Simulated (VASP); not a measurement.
Crystal: AlB2Sb3.

```
CELL_PARAMETERS angstrom
5.69000 -3.28550 0.00000
5.69000 3.28550 0.00000
0.00000 0.00000 6.19500
ATOMIC_POSITIONS crystal
Al 0.83333 0.16667 0.00000
Al 0.16667 0.83333 0.50000
B 0.50000 0.83334 0.00000
B 0.16666 0.50000 0.00000
B 0.50000 0.16666 0.50000
B 0.83334 0.50000 0.50000
Sb 0.50000 0.16666 0.87500
Sb 0.83334 0.50000 0.87500
Sb 0.16667 0.83333 0.87500
Sb 0.50000 0.83334 0.37500
Sb 0.16666 0.50000 0.37500
Sb 0.83333 0.16667 0.37500
```

The cell was built by a generator and needn't be a form met in nature.

```yaml
Program: VASP 6.6.1
Task: relaxation of cell and atoms
Functional: PBE
Potentials_or_basis: VASP PAW PBE potentials, release 64 (Al, B, Sb)
Cutoff: 520 eV
k_mesh: 3 × 3 × 3
Occupations: gaussian, width 0.15 eV
Spin: no spin polarisation
```

At the start: pressure 17.1 GPa; volume 19.30 Å³/atom.

**Question.** How do energy, volume and symmetry change on relaxing?

**Answer.** Over 14 steps the energy falls by 407.7 meV/atom and the volume is 21.81 Å³/atom (+13.0 %); space group Cmc2_1 (No. 36, to 0.05 Å).

Step by step:
```
step  energy change (eV)  largest force (eV/Å)  pressure (GPa)  volume (Å³)
   1              0.0000                5.0754           17.09       231.62
   2             -3.2918                0.6033           -8.42       307.69
   3             -4.0542                1.5600           -3.66       279.80
   4             -4.0550                1.6101           -3.40       278.75
   5             -4.6562                0.7399           -0.86       266.08
   6             -4.7716                0.5846            1.78       256.73
   7             -4.7742                0.5639            1.47       257.85
   8             -4.8663                0.2119           -0.04       261.99
   9             -4.8665                0.2007           -0.04       262.16
  10             -4.8823                0.1228           -0.19       262.51
  11             -4.8832                0.1268           -0.23       262.61
  12             -4.8891                0.0866            0.12       261.43
  13             -4.8892                0.0928            0.13       261.27
  14             -4.8924                0.0689            0.05       261.66
```

Final structure:
```xyz
12
Lattice="5.9239 -3.4180 0.0000 5.9239 3.4180 0.0000 0.0000 0.0000 6.4614" Properties=species:S:1:pos:R:3 pbc="T T T"
Al    5.9239   -2.2407    6.4505
Al    5.9239    2.2407    3.2198
B     7.9741    1.0811    6.4599
B     3.8738    1.0811    6.4599
B     3.8738   -1.0811    3.2292
B     7.9741   -1.0811    3.2292
Sb    3.7181   -1.0312    5.5542
Sb    8.1297   -1.0312    5.5542
Sb    5.9239    1.9810    5.8665
Sb    8.1297    1.0312    2.3235
Sb    3.7181    1.0312    2.3235
Sb    5.9239   -1.9810    2.6358
```
